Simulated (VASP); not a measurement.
**Be₄Se₃Te (ordered alloy cell): computed properties**

Computed with PBEsol GGA, VASP's PBE PAW potentials (set 64) (plane waves; VASP).

```
Item                                                                             Result
---------------------------------------------  ----------------------------------------
space group                                                                 P-43m (215)
cell                                           a = b = c = 5.2550 Å, α = β = γ = 90.00°
volume per atom                                                           18.14 Å³/atom
band gap (over mesh and band path)                                              1.85 eV
smallest direct gap (over mesh and band path)                                   1.85 eV
band-edge character                                                      direct, Γ to Γ
density                                                                      4.58 g/cm³
```

Space group P-43m (No. 215); a = 5.255 Å, b = 5.255 Å, c = 5.255 Å, α = 90.00°, β = 90.00°, γ = 90.00°

| atom | site | symmetry | x | y | z |
|---|---|---|---|---|---|
| Be | 4e | .3m | 0.7398 | 0.7398 | 0.7398 |
| Te | 1a | -43m | 0.0000 | 0.0000 | 0.0000 |
| Se | 3c | -42.m | 0.0000 | 0.5000 | 0.5000 |

Unless said otherwise, spin-orbit coupling is left out, though it shifts the bands of the heavy elements here.

The structure was generated: Be4Se3Te was put into an ordered model structure (P-43m), which need not be its known phase. It was relaxed first. Symmetry was kept, so distortions that lower it aren't found.
